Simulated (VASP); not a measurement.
# W (relaxed from the hcp structure, space group P6_3/mmc): computed properties

These are r2SCAN meta-GGA, VASP's PBE PAW potentials (set 64) (plane waves; VASP) values and carry that method's errors.

```yaml
space_group: P6_3/mmc (194)
cell: a = b = 2.758 Å, c = 4.964 Å, α = β = 90.00°, γ = 120.00°
volume_per_atom: 16.36 Å³/atom
band gap (over mesh and band path): none (metal, semimetal or under 0.01 eV)
density: 18.66 g/cm³
```

```xyz
2
Lattice="2.7585 0.0000 0.0000 -1.3792 2.3889 0.0000 0.0000 0.0000 4.9644" Properties=species:S:1:pos:R:3 pbc="T T T"
W      0.0000     1.5926     1.2411
W      1.3792     0.7963     3.7233
```

Unless said otherwise, spin-orbit coupling is left out, though it shifts the bands of the heavy elements here.

The structure was generated: W was put into the hcp type (P6_3/mmc), which need not be its known phase. It was relaxed first. Symmetry was kept, so distortions that lower it aren't found.
